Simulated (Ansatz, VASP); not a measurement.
# CaHf2 in two plane-wave programs, part 2 of 2

Aim: how closely do two programs agree when they are given the same cell, functional and k mesh? The cell is invented: As first built, before any earlier steps moved the atoms (in the runner's words): it takes the CaSi2 structure with some of its atoms replaced by other elements, volume scaled by an estimate. It may not be a known or stable phase. The cell is taken from a series of VASP runs on this material, whose earlier steps may have relaxed, scaled or displaced it; both programs get it as it stands.

VASP 6.6.1 and Ansatz 0.2.0.

So far. Step 2 (VASP: band structure, PBE): The run ends at a pressure of -0.01 GPa. Step 5 (Ansatz: single point, PBE): The run ends at a pressure of 0.12 GPa.

## 6. VASP: single point, PBE

Level of this step: PBE; plane waves and PAW (Hf_pv, Ca_sv); invented cell (VASP).

The same cell, functional, mesh and smearing now go to VASP, with its own data sets and cutoff.

INCAR reads:

```
SYSTEM = CaHf2
PREC = Accurate
ENCUT = 400
EDIFF = 1E-06
NELM = 100
ISMEAR = -5
SIGMA = 0.2
LREAL = .FALSE.
ALGO = Normal
GGA = PE
NBANDS = 28
LORBIT = 11
LWAVE = .FALSE.
LCHARG = .FALSE.
NEDOS = 2001
```

POSCAR reads:

```
CaHf2
1.0
    5.2131286328     -0.0000002105      0.0000000000
   -2.6065651688      4.5147013679      0.0000000000
    0.0000000000      0.0000000000      3.2775320155
Hf Ca
2 1
Direct
    0.3333333300      0.6666666700      0.5000000000
    0.6666666700      0.3333333300      0.5000000000
    0.0000000000      0.0000000000      0.0000000000
```

KPOINTS reads:

```
Automatic mesh
0
Gamma
9 9 12
0 0 0
```

PAW data sets: Hf_pv and Ca_sv (PBE family, release 64).

The run is started by

```console
$ mpirun -np 1 vasp_std
```

Numbers of over 12 decimals in the logs are rounded to 6 here.

The program printed:

```text
[... set-up lines as in an earlier step ...]
 entering main loop
       N       E                     dE             d eps       ncg     rms          rms(c)
DAV:   1     0.148637761033E+03    0.14864E+03   -0.13294E+04  4704   0.844E+02
DAV:   2    -0.149679080930E+02   -0.16361E+03   -0.15670E+03  5468   0.255E+02
DAV:   3    -0.214782874709E+02   -0.65104E+01   -0.63057E+01  7156   0.392E+01
DAV:   4    -0.217101729367E+02   -0.23189E+00   -0.23091E+00  6484   0.553E+00
[...]
DAV:  12    -0.201625473202E+02   -0.12550E-04   -0.10729E-05  7312   0.165E-02    0.274E-02
DAV:  13    -0.201625438403E+02    0.34800E-05   -0.70940E-07  4260   0.470E-03    0.655E-03
DAV:  14    -0.201625434004E+02    0.43982E-06   -0.19239E-07  2804   0.249E-03
   1 F= -.20162543E+02 E0= -.20162543E+02  d E =0.000000E+00
 -----------------------------------------------------------------------------
|                                                                             |
|           W    W    AA    RRRRR   N    N  II  N    N   GGGG   !!!           |
|           W    W   A  A   R    R  NN   N  II  NN   N  G    G  !!!           |
|           W    W  A    A  R    R  N N  N  II  N N  N  G       !!!           |
|           W WW W  AAAAAA  RRRRR   N  N N  II  N  N N  G  GGG   !            |
|           WW  WW  A    A  R   R   N   NN  II  N   NN  G    G                |
|           W    W  A    A  R    R  N    N  II  N    N   GGGG   !!!           |
|                                                                             |
|     Tetrahedron method does not include variations of the Fermi             |
|     occupations, so forces and stress will be inaccurate. We suggest        |
|     using a different smearing scheme ISMEAR = 1 or 2 for metals in         |
|     relaxations.                                                            |
|                                                                             |
 -----------------------------------------------------------------------------
```

OUTCAR, selected parts (step 6):

```text
  Total        0.0949699      0.0949698     -0.1827088     -0.0000000     -0.0000000      0.0000000
  in kB        1.9725226      1.9725221     -3.7948584     -0.0000005     -0.0000000      0.0000000
  external PRESSURE =       0.0500621 kB  Pullay stress =       0.0000000 kB

 POSITION                                       TOTAL-FORCE (eV/Angst)
 -----------------------------------------------------------------------------------
     -0.00000      3.00980      1.63877         0.000000      0.000000      0.000000
      2.60656      1.50490      1.63877         0.000000     -0.000000      0.000000
      0.00000      0.00000      0.00000        -0.000000      0.000000      0.000000
 -----------------------------------------------------------------------------------
    total drift:                               -0.000000      0.000000      0.000000

  FREE ENERGIE OF THE ION-ELECTRON SYSTEM (eV)
  ---------------------------------------------------
  free  energy   TOTEN  =       -20.1625434004 eV

  energy  without entropy=      -20.1625434004  energy(sigma->0) =      -20.16254340

[... 1 part as in an earlier step ...]

[... 2 further parts left out ...]
[key lines of the parts left out:]
E-fermi :   3.6494
```

The run ends at a pressure of 0.01 GPa.

## 7. Comparison

Both answers:

| quantity | Ansatz | VASP | difference |
| --- | --- | --- | --- |
| pressure (GPa) | 0.12 | 0.01 | +0.12 |

## 8. VASP: band structure, PBE, spin-orbit coupling

A single point gives forces, pressure and levels at one fixed geometry, so differences don't come from the geometry; what else differs is listed under the comparison.

INCAR reads:

```
SYSTEM = CaHf2
PREC = Accurate
ENCUT = 400
EDIFF = 1E-06
NELM = 100
ISMEAR = 1
SIGMA = 0.2
LREAL = .FALSE.
ALGO = Normal
GGA = PE
LNONCOLLINEAR = .TRUE.
MAGMOM = 0 0 0 0 0 0 0 0 0
NBANDS = 42
GGA_COMPAT = .FALSE.
LASPH = .TRUE.
LSORBIT = .TRUE.
LMAXMIX = 4
LORBIT = 11
LWAVE = .FALSE.
LCHARG = .FALSE.
```

POSCAR is that of step 6.

KPOINTS reads:

```
Automatic mesh
0
Gamma
5 5 7
0 0 0
```

KPOINTS_OPT reads:

```
Line mode
16
Line-mode
Reciprocal
  0.00000000   0.00000000   0.00000000 GAMMA
  0.50000000   0.00000000   0.00000000 M

  0.50000000   0.00000000   0.00000000 M
  0.33333333   0.33333333   0.00000000 K

  0.33333333   0.33333333   0.00000000 K
  0.00000000   0.00000000   0.00000000 GAMMA

  0.00000000   0.00000000   0.00000000 GAMMA
  0.00000000   0.00000000   0.50000000 A

  0.00000000   0.00000000   0.50000000 A
  0.50000000   0.00000000   0.50000000 L

  0.50000000   0.00000000   0.50000000 L
  0.33333333   0.33333333   0.50000000 H

  0.33333333   0.33333333   0.50000000 H
  0.00000000   0.00000000   0.50000000 A

  0.50000000   0.00000000   0.50000000 L
  0.50000000   0.00000000   0.00000000 M

  0.33333333   0.33333333   0.00000000 K
  0.33333333   0.33333333   0.50000000 H
```

The run is started by

```console
$ mpirun -np 1 vasp_ncl
```

The program printed:

```text
[... set-up lines as in an earlier step ...]
 entering main loop
       N       E                     dE             d eps       ncg     rms          rms(c)
DAV:   1     0.169446881327E+03    0.16945E+03   -0.13833E+04  1680   0.113E+03
DAV:   2    -0.117014710698E+02   -0.18115E+03   -0.17533E+03  1888   0.340E+02
DAV:   3    -0.223644276541E+02   -0.10663E+02   -0.10178E+02  2622   0.584E+01
DAV:   4    -0.230748346316E+02   -0.71041E+00   -0.70441E+00  2550   0.110E+01
[...]
DAV:  13    -0.215652050969E+02    0.51182E-05   -0.21388E-05  2598   0.290E-02    0.171E-02
DAV:  14    -0.215652063176E+02   -0.12207E-05   -0.19986E-06  1744   0.800E-03    0.688E-03
DAV:  15    -0.215652063540E+02   -0.36380E-07   -0.11655E-07  1078   0.269E-03
   1 F= -.21565206E+02 E0= -.21566209E+02  d E =0.300741E-02  mag=    -0.0000    -0.0000    -0.0000
 Start KPOINTS_OPT (optional k-point list driver)
k-point batch [1-20\144]
       N       E                     dE             ncg
DAV:   1    -0.563902421134E+04   -0.10238E+05     1680
DAV:   2    -0.939027835547E+04   -0.37513E+04     1872
DAV:   3    -0.962261974850E+04   -0.23234E+03     2616
DAV:   4    -0.963898492644E+04   -0.16365E+02     2624
DAV:   5    -0.963952739767E+04   -0.54247E+00     2384
DAV:   6    -0.963954227364E+04   -0.14876E-01     2518
DAV:   7    -0.963954276387E+04   -0.49023E-03     2440
DAV:   8    -0.963954278256E+04   -0.18689E-04     2242
DAV:   9    -0.963954278339E+04   -0.82500E-06     1752
[...]
k-point batch [141-144\144]
       N       E                     dE             ncg
DAV:   1     0.842706640888E+04   -0.49751E+04      336
DAV:   2     0.773334890103E+04   -0.69372E+03      374
DAV:   3     0.769217179407E+04   -0.41177E+02      552
DAV:   4     0.769017230201E+04   -0.19995E+01      484
DAV:   5     0.769007070452E+04   -0.10160E+00      480
DAV:   6     0.769006563806E+04   -0.50665E-02      520
DAV:   7     0.769006556955E+04   -0.68505E-04      472
DAV:   8     0.769006556752E+04   -0.20290E-05      448
DAV:   9     0.769006556745E+04   -0.67272E-07      294
```

OUTCAR, selected parts (step 8):

```text
  Total       -0.1157613     -0.1157613      0.0320383      0.0000000     -0.0000000     -0.0000000
  in kB       -2.4043608     -2.4043602      0.6654360      0.0000006     -0.0000000     -0.0000000
  external PRESSURE =      -1.3810950 kB  Pullay stress =       0.0000000 kB

 POSITION                                       TOTAL-FORCE (eV/Angst)
 -----------------------------------------------------------------------------------
     -0.00000      3.00980      1.63877        -0.000000     -0.000000      0.000000
      2.60656      1.50490      1.63877         0.000000      0.000000      0.000000
      0.00000      0.00000      0.00000         0.000000      0.000000      0.000000
 -----------------------------------------------------------------------------------
    total drift:                               -0.000000      0.000000      0.000000

  FREE ENERGIE OF THE ION-ELECTRON SYSTEM (eV)
  ---------------------------------------------------
  free  energy   TOTEN  =       -21.5652063540 eV

  energy  without entropy=      -21.5682137654  energy(sigma->0) =      -21.56620882

 magnetization (x)
# of ion       s       p       d       tot
------------------------------------------
    1        0.000   0.000   0.000   0.000
    2       -0.000   0.000  -0.000  -0.000
    3        0.000   0.000   0.000   0.000
--------------------------------------------------
tot         -0.000   0.000  -0.000   0.000

 magnetization (y)
# of ion       s       p       d       tot
------------------------------------------
    1       -0.000  -0.000   0.000  -0.000
    2       -0.000  -0.000   0.000  -0.000
    3        0.000  -0.000   0.000   0.000
--------------------------------------------------
tot         -0.000  -0.000   0.000  -0.000

 magnetization (z)
# of ion       s       p       d       tot
------------------------------------------
    1        0.000   0.000   0.000   0.000
    2        0.000   0.000   0.000   0.000
    3        0.000   0.000   0.000   0.000
--------------------------------------------------
tot          0.000   0.000   0.000   0.000

[... 1 part as in an earlier step ...]

[... 2 further parts left out ...]
[key lines of the parts left out:]
E-fermi :   3.6485
```

The run ends at a pressure of -0.14 GPa.

## 9. Ansatz: band structure, PBE, spin-orbit coupling

The same cell, functional, mesh and smearing now go to Ansatz, which takes its cutoff from its data sets.

The cell is taken from a series of VASP runs on this material, whose earlier steps may have relaxed, scaled or displaced it; both programs get it as it stands.

input.yaml reads:

```yaml
crystal:
  lattice:
    - [5.2131286328, -2.105e-07, 0.0]
    - [-2.6065651688, 4.5147013679, 0.0]
    - [0.0, 0.0, 3.2775320155]
  atoms:
    - { symbol: Hf, position: [0.33333333, 0.66666667, 0.5] }
    - { symbol: Hf, position: [0.66666667, 0.33333333, 0.5] }
    - { symbol: Ca, position: [0.0, 0.0, 0.0] }
hamiltonian:
  xc: pbe
  pseudopotentials: { kind: paw_fr }
magnetization:
  noncollinear: true
  spin_orbit: true
kpoints:
  mp_grid: { grid: [5, 5, 7] }
  band_path:
    path:
      - [0.0, 0.0, 0.0]
      - [0.13333, 0.0, 0.0]
      - [0.3, 0.0, 0.0]
      - [0.46667, 0.0, 0.0]
      - [0.46667, 0.06667, 0.0]
      - [0.41111, 0.17778, 0.0]
      - [0.35556, 0.28889, 0.0]
      - [0.28889, 0.28889, 0.0]
      - [0.17778, 0.17778, 0.0]
      - [0.06667, 0.06667, 0.0]
      - [0.0, 0.0, 0.03333]
      - [0.0, 0.0, 0.2]
      - [0.0, 0.0, 0.36667]
      - [0.0, 0.0, 0.5]
      - [0.16667, 0.0, 0.5]
      - [0.3, 0.0, 0.5]
      - [0.46667, 0.0, 0.5]
      - [0.46667, 0.06667, 0.5]
      - [0.41111, 0.17778, 0.5]
      - [0.35556, 0.28889, 0.5]
      - [0.28889, 0.28889, 0.5]
      - [0.17778, 0.17778, 0.5]
      - [0.06667, 0.06667, 0.5]
      - [0.5, 0.0, 0.46667]
      - [0.5, 0.0, 0.3]
      - [0.5, 0.0, 0.13333]
      - [0.33333, 0.33333, 0.0]
      - [0.33333, 0.33333, 0.16667]
      - [0.33333, 0.33333, 0.33333]
      - [0.33333, 0.33333, 0.5]
    npoints: 1
scf:
  occupations: { method: methfessel_paxton, width: 0.2 }
  n_extra_bands: 14
output:
  forces: true
  stress: true
  eigenvalues: true
```

The run is started by

```console
$ ansatz run input.yaml --threads 2 --pin off --max-ram 4608MiB --backend cpu --events-out ev --progress --plain --runs-dir out
```

The program printed:

```text
[...]
non-collinear run that drives no moment, with spin-orbit: no starting moment large enough to seed its density (crystal.atoms[].spin), no starting occupations that ask for one, no magnetisation constraint and no magnetic field, so the semilocal B_xc is pinned to zero
Crystal: 3 atoms, lattice volume = 77.139 Å³
[...]
k-point 1: bands = [... 58 lower, 13.7767, 13.7767, 13.7874, 13.7874, 14.0082, 14.0082, 14.2103, 14.2103, ... 10 higher]
  k-point 2: bands = [... 58 lower, 13.4045, 13.4045, 13.7423, 13.7423, 13.7762, 13.7762, 15.5764, 15.5764, ... 10 higher]
  k-point 19: bands = [... 58 lower, 13.3085, 13.3085, 13.5633, 13.5633, 13.8179, 13.8179, 14.6772, 14.6772, ... 10 higher]
[key lines of the parts left out:]
SCF converged after 10 iterations
Magnetization: |M| = 0.0000 μB,  M = (+0.0000, +0.0000, +0.0000) μB
Free energy (F): -33295.291248 eV
Fermi energy:    13.970056 eV
P = ⅓ Tr σ = 0.0757 GPa (0.757 kbar)
```

Elapsed: 51 s, on 2 threads of Arm Neoverse N1, shared host; peak memory 0.64 GiB.

## 10. Side by side

What differs besides the data sets and the points named for the pairs above, as far as they apply: spin-orbit coupling enters by fully relativistic files in Ansatz and inside the spheres in VASP; the data sets hold 62 valence electrons in Ansatz (fully relativistic PAW (standard-fr) files) and 30 in VASP. Total energies have different zeros and are not compared.

The two programs side by side:

```csv
quantity,Ansatz,VASP,difference
pressure (GPa),0.08,-0.14,+0.21
```

Levels from 3 eV below to 2 eV above the Fermi level differ by 19 meV r.m.s. and 85 meV at most; each VASP level is matched to the nearest of Ansatz, which flatters the figure a little.

## 11. Results

| Property | Result |
| --- | --- |
| r.m.s. difference of levels near the Fermi level (band structure, PBE) | 3.8 meV |
| difference in pressure (single point, PBE) | 0.12 GPa |
| r.m.s. difference of levels near the Fermi level (band structure, PBE, spin-orbit coupling) | 19 meV |

The r.m.s. difference of levels near the Fermi level is 19 meV (band structure, PBE, spin-orbit coupling), within the 80 meV picked in this series as the mark of a large difference. Such differences can come from data sets, numerical settings and the points named under the comparisons, not from the functional's error against experiment.

[Lines on the potential files, build, host, timing and source positions are cut from VASP's logs without a mark.]

[Logs are printed without paths, hosts, clocks, repeated set-up lines and the standing remarks that a program may print on its own settings, such as how far it seeks lower states.]

[Hosts, paths, dates, database ids (printed as entryN), source tags and the programs' standing remarks are cut or masked in the printed files.]
